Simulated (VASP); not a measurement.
# ZnW2Se4 (P3m1) in VASP: convergence with SIGMA

Aim: find how far SIGMA must go before the results for ZnW2Se4 settle, at PBEsol. This setting moves, with any that are tied to it; all else stays.

All numbers are computed with VASP 6.6.1; they aren't measurements. Logs are shortened: lines on timing, memory, paths and dates and some standing lists are left out, and cuts for length are marked.

## 1. The crystal as given

The structure is trigonal, space group P3m1 (No. 156). Conventional cell: a = 3.311 Å, b = 3.311 Å, c = 17.958 Å, α = 90.00°, β = 90.00°, γ = 120.00°. W (site symmetry 3m) has 6 Se at 2.55 Å as nearest neighbours. Around W (site symmetry 3m) lie 6 Se at 2.55 Å. Around Se (site symmetry 3m) lie 3 W at 2.55 Å. Around Se (site symmetry 3m) lie 3 W at 2.55 Å. Se (site symmetry 3m) has 3 W at 2.55 Å as nearest neighbours. Se (site symmetry 3m) has 3 W at 2.55 Å as nearest neighbours. Around Zn (site symmetry 3m) lie 4 Se at 3.21 to 3.55 Å and 6 Zn at 3.31 Å.

The cell comes from a database or a generator and needn't be the stable form of this composition.

## 2. With SIGMA 0.3 eV

INCAR reads:

```
PREC = Accurate
ENCUT = 520
EDIFF = 1E-6
ISMEAR = 0
SIGMA = 0.3
LREAL = F
LASPH = T
NELM = 100
ALGO = Normal
ISIF = 2
LWAVE = F
LCHARG = F
GGA = PS
```

KPOINTS reads:

```
regular mesh
0
Gamma
  9 9 2
```

POSCAR reads:

```
ZnW2Se4
1.0
    3.3112294703      0.0000000000      0.0000000000
   -1.6556147351      2.8676088390      0.0000000000
    0.0000000000      0.0000000000     17.9580050763
W Se Zn
2 4 1
Direct
    0.3333333333      0.6666666667      0.2404290000
    0.0000000000      0.0000000000      0.7742570000
    0.0000000000      0.0000000000      0.3346640000
    0.3333333333      0.6666666667      0.6800160000
    0.3333333333      0.6666666667      0.8682090000
    0.0000000000      0.0000000000      0.1462720000
    0.0000000000      0.0000000000      0.5131540000
```

Potentials or basis: VASP PAW PBE potentials, release 64 (W_sv, Se, Zn).

Started as:

```console
cat potpaw_PBE.64/W_sv/POTCAR potpaw_PBE.64/Se/POTCAR potpaw_PBE.64/Zn/POTCAR > POTCAR
mpirun -np 1 vasp_std > vasp.out
```

Run time: 2.4 min. Hardware: 1 thread of AMD EPYC 9R45 (Zen 5), shared host; peak memory 0.39 GiB.

What came out:

* Free energy: -47.0850 eV
* Pressure: -3.8 GPa
* Largest force: 0.504 eV/Å
* Band gap on the k mesh: 0.33 eV, indirect (least direct gap 0.41 eV)

## 3. With SIGMA 0.2 eV

Changes to INCAR since step 2:

```diff
@@ -4,3 +4,3 @@
 ISMEAR = 0
-SIGMA = 0.3
+SIGMA = 0.2
 LREAL = F
```

KPOINTS is that of step 2.

POSCAR is that of step 2.

Potentials or basis: VASP PAW PBE potentials, release 64 (W_sv, Se, Zn).

Started as:

```console
cat potpaw_PBE.64/W_sv/POTCAR potpaw_PBE.64/Se/POTCAR potpaw_PBE.64/Zn/POTCAR > POTCAR
mpirun -np 1 vasp_std > vasp.out
```

It took 2.6 min on 1 thread of AMD EPYC 9R45 (Zen 5), shared host; peak memory 0.39 GiB.

Results:

```yaml
Free_energy: -47.0804 eV
Pressure: -3.8 GPa
Largest_force: 0.506 eV/Å
Band_gap_on_the_k_mesh: 0.30 eV, indirect (least direct gap 0.37 eV)
```

## 4. With SIGMA 0.15 eV

Changes to INCAR since step 3:

```diff
@@ -4,3 +4,3 @@
 ISMEAR = 0
-SIGMA = 0.2
+SIGMA = 0.15
 LREAL = F
```

KPOINTS is that of step 3.

POSCAR is that of step 3.

Started as:

```console
cat potpaw_PBE.64/W_sv/POTCAR potpaw_PBE.64/Se/POTCAR potpaw_PBE.64/Zn/POTCAR > POTCAR
mpirun -np 1 vasp_std > vasp.out
```

Wall time 2.8 min (1 thread of AMD EPYC 9R45 (Zen 5), shared host); peak memory 0.39 GiB.

Results:

| Property | Result |
| --- | --- |
| Free energy | -47.0789 eV |
| Pressure | -3.8 GPa |
| Largest force | 0.508 eV/Å |
| Band gap on the k mesh | 0.28 eV, indirect (least direct gap 0.35 eV) |

## 5. With SIGMA 0.1 eV

Changes to INCAR since step 4:

```diff
@@ -4,3 +4,3 @@
 ISMEAR = 0
-SIGMA = 0.15
+SIGMA = 0.1
 LREAL = F
```

KPOINTS is that of step 4.

POSCAR is that of step 4.

Started as:

```console
cat potpaw_PBE.64/W_sv/POTCAR potpaw_PBE.64/Se/POTCAR potpaw_PBE.64/Zn/POTCAR > POTCAR
mpirun -np 1 vasp_std > vasp.out
```

It took 2.9 min on 1 thread of AMD EPYC 9R45 (Zen 5), shared host; peak memory 0.39 GiB.

What came out:

```
Free energy            : -47.0781 eV
Pressure               : -3.8 GPa
Largest force          : 0.511 eV/Å
Band gap on the k mesh : 0.26 eV, indirect (least direct gap 0.32 eV)
```

## 6. With SIGMA 0.05 eV

Changes to INCAR since step 5:

```diff
@@ -4,3 +4,3 @@
 ISMEAR = 0
-SIGMA = 0.1
+SIGMA = 0.05
 LREAL = F
```

KPOINTS is that of step 5.

POSCAR is that of step 5.

Potentials or basis: VASP PAW PBE potentials, release 64 (W_sv, Se, Zn).

Started as:

```console
cat potpaw_PBE.64/W_sv/POTCAR potpaw_PBE.64/Se/POTCAR potpaw_PBE.64/Zn/POTCAR > POTCAR
mpirun -np 1 vasp_std > vasp.out
```

Run time: 2.8 min. Hardware: 1 thread of AMD EPYC 9R45 (Zen 5), shared host; peak memory 0.39 GiB.

Results:

| Property | Result |
| --- | --- |
| Free energy | -47.0780 eV |
| Pressure | -3.8 GPa |
| Largest force | 0.513 eV/Å |
| Band gap on the k mesh | 0.25 eV, indirect (least direct gap 0.31 eV) |

## 7. With SIGMA 0.02 eV

Changes to INCAR since step 6:

```diff
@@ -4,3 +4,3 @@
 ISMEAR = 0
-SIGMA = 0.05
+SIGMA = 0.02
 LREAL = F
```

KPOINTS is that of step 6.

POSCAR is that of step 6.

Started as:

```console
cat potpaw_PBE.64/W_sv/POTCAR potpaw_PBE.64/Se/POTCAR potpaw_PBE.64/Zn/POTCAR > POTCAR
mpirun -np 1 vasp_std > vasp.out
```

Run time: 2.7 min. Hardware: 1 thread of AMD EPYC 9R45 (Zen 5), shared host; peak memory 0.39 GiB.

Results:

* Free energy: -47.0780 eV
* Pressure: -3.8 GPa
* Largest force: 0.513 eV/Å
* Band gap on the k mesh: 0.25 eV, indirect (least direct gap 0.31 eV)

## 8. With SIGMA 0.01 eV

Changes to INCAR since step 7:

```diff
@@ -4,3 +4,3 @@
 ISMEAR = 0
-SIGMA = 0.02
+SIGMA = 0.01
 LREAL = F
```

KPOINTS is that of step 7.

POSCAR is that of step 7.

Potentials or basis: VASP PAW PBE potentials, release 64 (W_sv, Se, Zn).

Started as:

```console
cat potpaw_PBE.64/W_sv/POTCAR potpaw_PBE.64/Se/POTCAR potpaw_PBE.64/Zn/POTCAR > POTCAR
mpirun -np 1 vasp_std > vasp.out
```

OUTCAR:

```text
PREC = Accurate
   ENCUT = 520
   EDIFF = 1E-6
   ISMEAR = 0
   LREAL = F
   LASPH = T
   NELM = 100
   ISIF = 2
   GGA = PS

 ion  position               nearest neighbor table
   1  0.333  0.667  0.240-   6 2.55   6 2.55   6 2.55   3 2.55   3 2.55   3 2.55
   2  0.000  0.000  0.774-   5 2.55   5 2.55   5 2.55   4 2.55   4 2.55   4 2.55
   3  0.000  0.000  0.335-   1 2.55   1 2.55   1 2.55
   4  0.333  0.667  0.680-   2 2.55   2 2.55   2 2.55
   5  0.333  0.667  0.868-   2 2.55   2 2.55   2 2.55
   6  0.000  0.000  0.146-   1 2.55   1 2.55   1 2.55
   7  0.000  0.000  0.513-

  LATTYP: Found a hexagonal cell.
 ALAT       =     3.3112294703
 C/A-ratio  =     5.4233647161

  Lattice vectors:

 A1 = (   3.3112294703,   0.0000000000,   0.0000000000)
 A2 = (  -1.6556147351,   2.8676088390,   0.0000000000)
 A3 = (   0.0000000000,   0.0000000000,  17.9580050763)

Analysis of symmetry for initial positions (statically):
=====================================================================
 Subroutine PRICEL returns:
 Original cell was already a primitive cell.

 Routine SETGRP: Setting up the symmetry group for a
 hexagonal supercell.

 Subroutine GETGRP returns: Found  6 space group operations
 (whereof  6 operations were pure point group operations)
 out of a pool of 24 trial point group operations.

The static configuration has the point symmetry C_3v.

Analysis of symmetry for dynamics (positions and initial velocities):
=====================================================================
 Subroutine PRICEL returns:
 Original cell was already a primitive cell.

 Routine SETGRP: Setting up the symmetry group for a
 hexagonal supercell.

 Subroutine GETGRP returns: Found  6 space group operations
 (whereof  6 operations were pure point group operations)
 out of a pool of 24 trial point group operations.

The dynamic configuration has the point symmetry C_3v.

 Subroutine INISYM returns: Found  6 space group operations
 (whereof  6 operations are pure point group operations),
 and found     1 'primitive' translations

----------------------------------------------------------------------------------------

                                     Primitive cell

  volume of cell :     170.5168

  direct lattice vectors                    reciprocal lattice vectors
     3.311229470  0.000000000  0.000000000     0.302002627  0.174361298  0.000000000
    -1.655614735  2.867608839  0.000000000     0.000000000  0.348722596  0.000000000
     0.000000000  0.000000000 17.958005076     0.000000000  0.000000000  0.055685473

  length of vectors
     3.311229470  3.311229470 17.958005076     0.348722596  0.348722596  0.055685473

  position of ions in fractional coordinates (direct lattice)
     0.333333333  0.666666667  0.240429000
     0.000000000  0.000000000  0.774257000
     0.000000000  0.000000000  0.334664000
     0.333333333  0.666666667  0.680016000
     0.333333333  0.666666667  0.868209000
     0.000000000  0.000000000  0.146272000
     0.000000000  0.000000000  0.513154000

  ion indices of the primitive-cell ions
   primitive index   ion index
                 1           1
                 2           2
                 3           3
                 4           4
[... 26 lines left out ...]
 ===========================================

 Found     24 irreducible k-points:

 Following reciprocal coordinates:
            Coordinates               Weight
  0.000000  0.000000  0.000000      1.000000
  0.111111  0.000000  0.000000      6.000000
  0.222222  0.000000  0.000000      6.000000
  0.333333 -0.000000  0.000000      6.000000
  0.444444  0.000000  0.000000      6.000000
  0.111111  0.111111  0.000000      6.000000
[... 16 lines left out ...]
  0.333333  0.222222  0.500000     12.000000
  0.333333  0.333333  0.500000      2.000000
   k-points           NKPTS =     24   k-points in BZ     NKDIM =     24   number of bands    NBANDS=     38
   number of dos      NEDOS =    301   number of ions     NIONS =      7
   total plane-waves  NPLWV = 109760
   dimension x,y,z NGX =    28 NGY =   28 NGZ =  140
   dimension x,y,z NGXF=    56 NGYF=   56 NGZF=  280
   ions per type =               2   4   1
   NGX,Y,Z   is equivalent  to a cutoff of  14.06, 14.06, 12.96 a.u.
   NGXF,Y,Z  is equivalent  to a cutoff of  28.12, 28.12, 25.92 a.u.
 SYSTEM =  unknown system
   PREC   = accura    normal or accurate (medium, high low for compatibility)
   ISTART =      0    job   : 0-new  1-cont  2-samecut
   ICHARG =      2    charge: 1-file 2-atom 10-const
   ISPIN  =      1    spin polarized calculation?
   LNONCOLLINEAR =      F non collinear calculations
   LSORBIT =      F    spin-orbit coupling
   LASPH  =      T    aspherical Exc in radial PAW
   ENCUT  =  520.0 eV  38.22 Ry    6.18 a.u.   6.16  6.16 33.39*2*pi/ulx,y,z
   NELM   =    100;   NELMIN=  2; NELMDL= -5     # of ELM steps
   EDIFF  = 0.1E-05   stopping-criterion for ELM
   LREAL  =      F    real-space projection
   EDIFFG = 0.1E-04   stopping-criterion for IOM
   NSW    =      0    number of steps for IOM
   IBRION =     -1    ionic relax: 0-MD 1-quasi-New 2-CG
   NFREE  =      0    steps in history (QN), initial steepest desc. (CG)
   ISIF   =      2    stress and relaxation
   ISYM   =      2    0-nonsym 1-usesym 2-fastsym
   POTIM  = 0.5000    time-step for ionic-motion
   TEBEG  =    0.0;   TEEND  =   0.0 temperature during run
   PSTRESS=    0.0 pullay stress
   NELECT =      64.0000    total number of electrons
   NUPDOWN=      -1.0000    fix difference up-down
   EMIN   =  10.00;   EMAX   =-10.00  energy-range for DOS
   EFERMI =   0.00;   METHOD = LEGACY
   ISMEAR =     0;   SIGMA  =   0.01  broadening in eV -4-tet -1-fermi 0-gaus
   EFERMI_NEDOS =   21; number of points for ismear=-14 and -15
   IALGO  =     38    algorithm
   IMIX   =      4    mixing-type and parameters
     AMIX     =   0.40;   BMIX     =  1.00
     AMIX_MAG =   1.60;   BMIX_MAG =  1.00
  volume/ion in A,a.u.               =      24.36       164.39
  Fermi-wavevector in a.u.,A,eV,Ry     =   1.180898  2.231574 18.973598  1.394520
  Thomas-Fermi vector in A             =   2.317182
   LORBIT       =      0    0 simple, 1 ext, 2 COOP (PROOUT), +10 PAW based schemes
   GGA     = PS    functional components
   LHFCALC =     F    Hartree Fock is set to
   AEXX    =    0.0000 exact exchange contribution
   IVDW    =     0    specifies the selected vdW correction
   LEPSILON=     F    determine dielectric tensor
   LRPA    =     F    only Hartree local field effects (RPA)
 non-spin polarized calculation
 Gauss-broadening in eV      SIGMA  =   0.01
  energy-cutoff  :      520.00
  volume of cell :      170.52
 maximum number of plane-waves:      4626
 NGX is ok and might be reduce to    28
   NGX = 13   NGY = 13   NGZ = 67

 number of electron      64.0000002 magnetization

 Free energy of the ion-electron system (eV)
  ---------------------------------------------------
  ext. energy  EPLUGINS =         0.00000000
  ---------------------------------------------------
  free energy    TOTEN  =       -47.07796101 eV

  energy without entropy =      -47.07796101  energy(sigma->0) =      -47.07796101

 E-fermi :   4.6125     XC(G=0):  -9.5900

 val. band max:        4.5193602579   @ k =   0.3333   0.3333   0.5000
 cond. band min:       4.7712745818   @ k =   0.2222   0.1111   0.5000
 fundamental gap:      0.2519143239
 Fermi energy:         4.6125316121

 k-point     1 :       0.0000    0.0000    0.0000
  band No.  band energies     occupation
      1     -70.7984      2.00000
      2     -70.6468      2.00000
      3     -35.0290      2.00000
      4     -34.9031      2.00000
      5     -34.9031      2.00000
      6     -34.8732      2.00000
[... 973 lines left out ...]
     37       6.1680      0.00000
     38       6.6802      0.00000

------------------------ aborting loop because EDIFF is reached ----------------------------------------

  FORCE on cell =-STRESS in cart. coord.  units (eV):
  Direction    XX          YY          ZZ          XY          YZ          ZX
  --------------------------------------------------------------------------------------
  -------------------------------------------------------------------------------------
  Total       -4.1963463     -4.1963463     -3.6139451     -0.0000000      0.0000000     -0.0000000
  in kB      -39.4288966    -39.4288966    -33.9566510     -0.0000000      0.0000000     -0.0000000
  external PRESSURE =     -37.6048147 kB  Pullay stress =       0.0000000 kB

 VOLUME and BASIS-vectors are now :
 -----------------------------------------------------------------------------
  energy-cutoff  :      520.00
  volume of cell :      170.52
      direct lattice vectors                 reciprocal lattice vectors
     3.311229470  0.000000000  0.000000000     0.302002627  0.174361298  0.000000000
    -1.655614735  2.867608839  0.000000000     0.000000000  0.348722596  0.000000000
     0.000000000  0.000000000 17.958005076     0.000000000  0.000000000  0.055685473

 POSITION                                       TOTAL-FORCE (eV/Angst)
 -----------------------------------------------------------------------------------
     -0.00000      1.91174      4.31763         0.000000     -0.000000     -0.033805
      0.00000      0.00000     13.90411         0.000000     -0.000000      0.048106
      0.00000      0.00000      6.00990         0.000000     -0.000000     -0.446732
     -0.00000      1.91174     12.21173        -0.000000      0.000000      0.337740
     -0.00000      1.91174     15.59130        -0.000000      0.000000     -0.462057
      0.00000      0.00000      2.62675         0.000000      0.000000      0.512858
      0.00000      0.00000      9.21522         0.000000     -0.000000      0.043889
 -----------------------------------------------------------------------------------
    total drift:                                0.000000     -0.000000     -0.001046

  FREE ENERGIE OF THE ION-ELECTRON SYSTEM (eV)
  ---------------------------------------------------
  free  energy   TOTEN  =       -47.0779610081 eV

  energy  without entropy=      -47.0779610081  energy(sigma->0) =      -47.07796101
```

Wall time 2.5 min (1 thread of AMD EPYC 9R45 (Zen 5), shared host); peak memory 0.39 GiB.

What came out:

* Free energy: -47.0780 eV
* Pressure: -3.8 GPa
* Largest force: 0.513 eV/Å
* Band gap on the k mesh: 0.25 eV, indirect (least direct gap 0.31 eV)

## 9. Result

| SIGMA | energy less the tightest run, at zero smearing (meV/atom) | pressure (GPa) | largest force (eV/Å) | gap on the mesh (eV) | SCF cycles | CPU time (s) | peak memory (GiB) |
| --- | --- | --- | --- | --- | --- | --- | --- |
| 0.3 eV | 0.15 | -3.81 | 0.504 | 0.331 | 17 | 140 | 0.39 |
| 0.2 eV | 0.17 | -3.79 | 0.506 | 0.303 | 17 | 160 | 0.39 |
| 0.15 eV | 0.11 | -3.78 | 0.508 | 0.285 | 18 | 170 | 0.39 |
| 0.1 eV | 0.04 | -3.77 | 0.511 | 0.263 | 18 | 170 | 0.39 |
| 0.05 eV | 0.00 | -3.76 | 0.513 | 0.252 | 18 | 170 | 0.39 |
| 0.02 eV | 0.00 | -3.76 | 0.513 | 0.252 | 18 | 160 | 0.39 |
| 0.01 eV | 0.00 | -3.76 | 0.513 | 0.252 | 18 | 150 | 0.39 |

Against the tightest run, the energy stays within 1 meV/atom from 0.3 eV on; the pressure stays within 0.1 GPa from 0.3 eV on; the largest force stays within 0.005 eV/Å from 0.15 eV on; the gap on the mesh stays within 0.01 eV from 0.05 eV on. The tightest run that finished is the yardstick and may itself not be fully converged.

Caveats: the PAW data sets were made with another functional, which shifts forces and pressure a little; spin-orbit coupling is left out, which moves the levels of the heavy elements; an odd mesh through Γ misses points on the zone boundary, where band edges often lie.
